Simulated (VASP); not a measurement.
# LaGe3Ir under strain, part 2 of 5

Aim: follow the pressure of LaGe3Ir through compression, expansion and shear. All runs use r2SCAN. Left out of this account: 1 further run (self-consistent run: a reference on another mesh). The start is a computed cell from the Materials Project.

VASP 6.6.1; r2SCAN; plane waves and PAW (La, Ge_d, Ir).

Still holding for the runs below: Spin-orbit coupling is off here; with elements this heavy it splits and shifts levels by tenths of an eV or more.

So far, pressure (GPa): step 2 (bands, cell as listed) -0.242.

## 3. Bands, volume times 1.04

The cell is expanded evenly, with fractional positions held.

Input file INCAR:

```
SYSTEM = LaGe3Ir
PREC = Accurate
ENCUT = 410
EDIFF = 1E-06
NELM = 100
ISMEAR = -1
SIGMA = 0.05
LREAL = .FALSE.
ALGO = Normal
METAGGA = R2SCAN
LASPH = .TRUE.
NBANDS = 47
LORBIT = 11
LWAVE = .FALSE.
LCHARG = .FALSE.
KPAR = 4
```

Input file POSCAR:

```
LaGe3Ir
1.0
   -2.2528781276      2.2528781276      5.1182412316
    2.2528781276     -2.2528781276      5.1182412316
    2.2528781276      2.2528781276     -5.1182412316
La Ge Ir
1 3 1
Direct
    0.5785260100      0.5785260100      0.0000000000
    0.3426279300      0.8426279300      0.5000000000
    0.8426279300      0.3426279300      0.5000000000
    0.0004854700      0.0004854700      0.0000000000
    0.2387701500      0.2387701500      0.0000000000
```

Input file KPOINTS:

```
Automatic mesh
0
Gamma
10 10 10
0 0 0
```

Input file KPOINTS_OPT:

```
Line mode
16
Line-mode
Reciprocal
  0.00000000   0.00000000   0.00000000 GAMMA
  0.00000000   0.00000000   0.50000000 X

  0.00000000   0.00000000   0.50000000 X
 -0.09687326   0.09687326   0.50000000 Y

 -0.09687326   0.09687326   0.50000000 Y
 -0.29843663   0.29843663   0.29843663 S

 -0.29843663   0.29843663   0.29843663 S
  0.00000000   0.00000000   0.00000000 GAMMA

  0.00000000   0.00000000   0.00000000 GAMMA
  0.50000000   0.50000000  -0.50000000 Z

  0.50000000   0.50000000  -0.50000000 Z
  0.29843663   0.70156337  -0.29843663 S1

  0.29843663   0.70156337  -0.29843663 S1
  0.00000000   0.50000000   0.00000000 N

  0.00000000   0.50000000   0.00000000 N
  0.25000000   0.25000000   0.25000000 P

  0.25000000   0.25000000   0.25000000 P
  0.50000000   0.50000000  -0.09687326 Y1

  0.50000000   0.50000000  -0.09687326 Y1
  0.50000000   0.50000000  -0.50000000 Z

  0.00000000   0.00000000   0.50000000 X
  0.25000000   0.25000000   0.25000000 P
```

The projector-augmented-wave data sets are La, Ge_d and Ir (PBE family, release 64).

Started as:

```bash
$ mpirun -np 4 vasp_std
```

What it wrote:

```text
[banner, memory and clock lines left out]
running    4 mpi-ranks, on    1 nodes
 distrk:  each k-point on    1 cores,    4 groups
 distr:  one band on    1 cores,    1 groups

 POSCAR found type information on POSCAR LaGeIr
 POSCAR found :  3 types and       5 ions
 [... a notice as in an earlier step ...]

 LDA part: xc-table for (None), standard interpolation
 POSCAR, INCAR and KPOINTS ok, starting setup
 FFT: planning ... GRIDC
 FFT: planning ... GRID_SOFT
 FFT: planning ... GRID
 WAVECAR not read
 entering main loop
       N       E                     dE             d eps       ncg     rms          rms(c)
DAV:   1     0.526821843575E+03    0.52682E+03   -0.22661E+04 11657   0.283E+03
DAV:   2     0.272605784096E+01   -0.52410E+03   -0.45656E+03  9596   0.706E+02
DAV:   3    -0.125943856507E+03   -0.12867E+03   -0.12209E+03  9854   0.208E+02
DAV:   4    -0.136805605627E+03   -0.10862E+02   -0.10632E+02 13844   0.672E+01
DAV:   5    -0.137431761369E+03   -0.62616E+00   -0.62142E+00 15016   0.157E+01    0.124E+01
DAV:   6    -0.128174250658E+03    0.92575E+01   -0.79958E+00 14653   0.210E+01    0.532E+00
DAV:   7    -0.127589836542E+03    0.58441E+00   -0.23289E+00 13766   0.110E+01    0.314E+00
DAV:   8    -0.127631352892E+03   -0.41516E-01   -0.42352E-01 14241   0.513E+00    0.140E+00
DAV:   9    -0.127613473009E+03    0.17880E-01   -0.17228E-01 14467   0.333E+00    0.541E-01
DAV:  10    -0.127617076492E+03   -0.36035E-02   -0.20120E-02 14595   0.118E+00    0.252E-01
DAV:  11    -0.127616691318E+03    0.38517E-03   -0.35482E-03 16556   0.432E-01    0.108E-01
DAV:  12    -0.127616837453E+03   -0.14614E-03   -0.95960E-04 14644   0.161E-01    0.302E-02
DAV:  13    -0.127616826615E+03    0.10838E-04   -0.83052E-05 14718   0.815E-02    0.137E-02
DAV:  14    -0.127616820448E+03    0.61670E-05   -0.25808E-05 14540   0.343E-02    0.597E-03
DAV:  15    -0.127616821238E+03   -0.79007E-06   -0.25593E-06 11462   0.137E-02
   1 F= -.12761682E+03 E0= -.12761146E+03  d E =-.107286E-01
 Start KPOINTS_OPT (optional k-point list driver)
k-point batch [1-102\176]
       N       E                     dE             ncg
DAV:   1     0.124990715086E+05   -0.99865E+05    11845
DAV:   2    -0.422959512092E+05   -0.54795E+05     9604
DAV:   3    -0.554322284926E+05   -0.13136E+05     9847
DAV:   4    -0.564869071747E+05   -0.10547E+04    13556
DAV:   5    -0.565436799040E+05   -0.56773E+02    15566
DAV:   6    -0.565460664289E+05   -0.23865E+01    15296
DAV:   7    -0.565461567717E+05   -0.90343E-01    15847
DAV:   8    -0.565461606343E+05   -0.38625E-02    15621
DAV:   9    -0.565461607583E+05   -0.12404E-03    14629
DAV:  10    -0.565461607624E+05   -0.41437E-05     8254
DAV:  11    -0.565461607633E+05   -0.81421E-06     6927
k-point batch [103-176\176]
       N       E                     dE             ncg
DAV:   1     0.416522267990E+05   -0.10510E+06     8484
DAV:   2     0.170334455150E+04   -0.39949E+05     6956
DAV:   3    -0.806493179127E+04   -0.97683E+04     7208
DAV:   4    -0.884601617762E+04   -0.78108E+03     9648
DAV:   5    -0.888705183276E+04   -0.41036E+02    11258
DAV:   6    -0.888879445915E+04   -0.17426E+01    11266
DAV:   7    -0.888885232201E+04   -0.57863E-01    11561
DAV:   8    -0.888885516150E+04   -0.28395E-02    11466
DAV:   9    -0.888885525028E+04   -0.88781E-04    10430
DAV:  10    -0.888885525304E+04   -0.27617E-05     6155
DAV:  11    -0.888885525363E+04   -0.59018E-06     5188
```

The job ended after 8.3 min (4 MPI ranks of Intel Xeon 6975P-C (Granite Rapids), shared host; peak memory 2.6 GiB).

From OUTCAR (step 3):

```text
  LATTYP: Found a body centered tetragonal cell.
 ALAT       =     4.5057562552
 C/A-ratio  =     2.2718677805

The static configuration has the point symmetry C_4v.

 Found    102 irreducible k-points:

   ENCUT  =  410.0 eV  30.13 Ry    5.49 a.u.   9.95  9.95  9.95*2*pi/ulx,y,z

   NELECT =      62.0000    total number of electrons

 E-fermi :   7.8696

 k-point     1 :       0.0000    0.0000    0.0000
  band No.  band energies     occupation
    ...
     28       5.1767      2.00000
     29       6.3985      2.00000
     30       6.3985      2.00000
     31       7.7474      1.84033
     32       7.7474      1.84028
     33       9.2086      0.00000
     34       9.2723      0.00000
     35       9.9453      0.00000
     36       9.9707      0.00000
     37       9.9707      0.00000
    ...

 k-point     2 :       0.1000   -0.0000    0.0000
  band No.  band energies     occupation
    ...
     28       5.1820      2.00000
     29       6.4109      2.00000
     30       6.4256      2.00000
     31       7.3348      1.99995
     32       7.5874      1.99295
     33       9.2770      0.00000
     34       9.4908      0.00000
     35       9.9478      0.00000
     36       9.9485      0.00000
     37       9.9833      0.00000
    ...

  Total       -2.9040185     -2.9040185     -3.2033587      0.0000000      0.0000000      0.0000000
  in kB      -44.7768799    -44.7768799    -49.3923873      0.0000000      0.0000000      0.0000000
  external PRESSURE =     -46.3153823 kB  Pullay stress =       0.0000000 kB

  energy-cutoff  :      410.00
  volume of cell :      103.91
      direct lattice vectors                 reciprocal lattice vectors
    -2.252878128  2.252878128  5.118241232     0.000000000  0.221938326  0.097689807
     2.252878128 -2.252878128  5.118241232     0.221938326  0.000000000  0.097689807
     2.252878128  2.252878128 -5.118241232     0.221938326  0.221938326  0.000000000

 POSITION                                       TOTAL-FORCE (eV/Angst)
 -----------------------------------------------------------------------------------
      0.00000      0.00000      5.92207         0.000000      0.000000     -0.033413
      2.25288      0.00000      3.50730         0.000000     -0.000000     -0.129904
      0.00000      2.25288      3.50730        -0.000000      0.000000     -0.129904
      0.00000      0.00000      0.00497        -0.000000     -0.000000      0.174492
      0.00000      0.00000      2.44417         0.000000      0.000000      0.118728
 -----------------------------------------------------------------------------------
    total drift:                                0.000068      0.000068     -0.000236

  FREE ENERGIE OF THE ION-ELECTRON SYSTEM (eV)
  ---------------------------------------------------
  free  energy   TOTEN  =      -127.6168212380 eV

  energy  without entropy=     -127.6060926314  energy(sigma->0) =     -127.61145693

 total charge
# of ion       s       p       d       f       tot
--------------------------------------------------
    1        1.977   5.673   0.637   0.144   8.431
    2        1.136   1.150  10.056   0.000  12.342
    3        1.136   1.150  10.056   0.000  12.342
    4        1.131   1.205  10.040   0.000  12.376
    5        0.662   0.653   7.144   0.000   8.458
--------------------------------------------------
tot          6.041   9.831  37.933   0.144  53.948

[... 3 parts as in an earlier step ...]

[... 7 further parts left out ...]
```

Numbers from this step:

```
free energy (TOTEN)     : -127.6168 eV
energy at zero smearing : -127.6115 eV
Fermi energy            : 7.870 eV
pressure                : -4.632 GPa
```

The electronic bands at the labelled points (eV, zero at the Fermi level; # counts the bands kept, so #1 is VASP's band 21):

```
          point     #8     #9    #10    #11    #12   #13   #14   #15
              Γ  -2.69  -1.47  -1.47  -0.12  -0.12  1.34  1.40  2.08
0.47 of the way  -2.17  -1.99  -1.66  -1.07   0.11  1.66  1.99  2.03
              X  -2.90  -2.78  -1.89  -1.71   1.82  1.85  2.03  2.12
0.47 of the way  -2.82  -2.65  -1.92  -1.62   1.78  1.86  2.03  2.11
              Y  -2.73  -2.31  -1.92  -1.38   1.65  1.86  2.00  2.06
0.47 of the way  -2.76  -1.96  -1.13  -0.91   0.89  1.61  1.92  1.94
              S  -2.44  -2.24  -1.46  -0.29   0.78  1.58  1.96  1.99
0.47 of the way  -2.29  -1.83  -1.49  -1.12  -0.71  1.73  2.00  2.09
              Γ  -2.69  -1.47  -1.47  -0.12  -0.12  1.34  1.40  2.08
0.47 of the way  -2.06  -2.06  -1.68   0.65   0.65  1.17  1.35  2.03
              Z  -2.55  -2.27  -0.26   0.96   0.96  1.21  1.55  2.00
0.47 of the way  -2.56  -1.91  -0.04   0.42   1.30  1.34  1.51  1.84
             S1  -2.44  -2.24  -1.46  -0.29   0.78  1.58  1.96  1.99
0.53 of the way  -2.57  -2.22  -1.38  -0.51   0.42  1.52  1.96  1.98
              N  -2.66  -2.08  -1.28  -0.59   0.24  1.40  1.95  1.97
0.47 of the way  -2.67  -2.24  -1.63  -0.85   0.93  1.54  1.97  2.00
              P  -2.76  -2.28  -2.28  -1.76   1.40  1.93  1.93  2.12
0.53 of the way  -2.78  -2.51  -2.02  -1.59   1.59  1.87  2.00  2.10
             Y1  -2.73  -2.31  -1.92  -1.38   1.65  1.86  2.00  2.06
0.47 of the way  -2.75  -0.93  -0.59  -0.15   0.23  1.00  1.73  1.85
              Z  -2.55  -2.27  -0.26   0.96   0.96  1.21  1.55  2.00
      jump to X  -2.90  -2.78  -1.89  -1.71   1.82  1.85  2.03  2.12
0.47 of the way  -2.84  -2.62  -1.98  -1.73   1.64  1.87  2.01  2.12
              P  -2.76  -2.28  -2.28  -1.76   1.40  1.93  1.93  2.12
```

Of the projections kept (La, Ge, Ir), the largest for each band there; the rest of the weight can lie on other orbitals:

```
point       #8       #9      #10      #11      #12      #13      #14      #15
    Γ  Ir 0.79  Ir 0.70  Ir 0.70  Ge 0.60  Ge 0.60  Ge 0.64  Ir 0.57  La 0.98
    X  Ir 0.88  Ir 0.50  Ir 0.74  Ir 0.74  La 0.74  La 0.93  La 0.93  La 0.99
    Y  Ir 0.82  Ir 0.56  Ir 0.81  Ir 0.62  La 0.72  La 0.85  La 0.95  La 0.90
    S  Ir 0.51  Ir 0.48  Ge 0.64  Ir 0.52  Ir 0.44  La 0.42  La 0.85  La 0.93
    Γ  Ir 0.79  Ir 0.70  Ir 0.70  Ge 0.60  Ge 0.60  Ge 0.64  Ir 0.57  La 0.98
    Z  Ir 0.52  Ir 0.53  Ge 0.71  La 0.65  La 0.65  La 0.68  La 0.76  La 0.82
```

Force by atom:

```
atom  x (eV/Å)  y (eV/Å)  z (eV/Å)   size
 La1     0.000     0.000    -0.033  0.033
 Ge2     0.000     0.000    -0.130  0.130
 Ge3     0.000     0.000    -0.130  0.130
 Ge4     0.000     0.000     0.174  0.174
 Ir5     0.000     0.000     0.119  0.119
```

 The pressure is -4.63 GPa.

Between step 2 and this run (cell volume +4.0 %) the value for the pressure moves from -0.242 GPa to -4.63 GPa.

(Part 2 of 5 ends here.)

[Lines on the potential files, build, host, timing and source positions are cut from VASP's logs without a mark.]

[Logs are printed without paths, hosts, clocks, repeated set-up lines and the standing remarks that a program may print on its own settings, such as how far it seeks lower states.]

[Hosts, paths, dates, database ids (printed as entryN), source tags and the programs' standing remarks are cut or masked in the printed files.]

[A measured line is paired with the nearest computed mode of its activity, which favours agreement.]
